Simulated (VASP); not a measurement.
```
CELL_PARAMETERS angstrom
      0.00000     2.71784     2.71784
      2.71784     0.00000     2.71784
      2.71784     2.71784     0.00000
ATOMIC_POSITIONS crystal
  Ce 0.00000 0.00000 0.00000
  O  0.25000 0.25000 0.25000
  O  0.75000 0.75000 0.75000
```

All values below come from optB86b-vdW, VASP's PBE PAW potentials (set 64) (plane waves; VASP). Numerical set-up: 520 eV cut-off, 6×6×6 Γ-centred mesh, Gaussian smearing of 0.050 eV, potentials Ce O.

Question: Predict the energy per atom (σ→0).

Answer: 
The energy per atom (σ→0) is -6.877 eV/atom.

Only differences to runs with the same potentials and settings are physical.

The compound is CeO2 in the fluorite structure. It was relaxed first. The start is the result of an earlier pass. The run is not spin-polarised, so no magnetic state was tried.
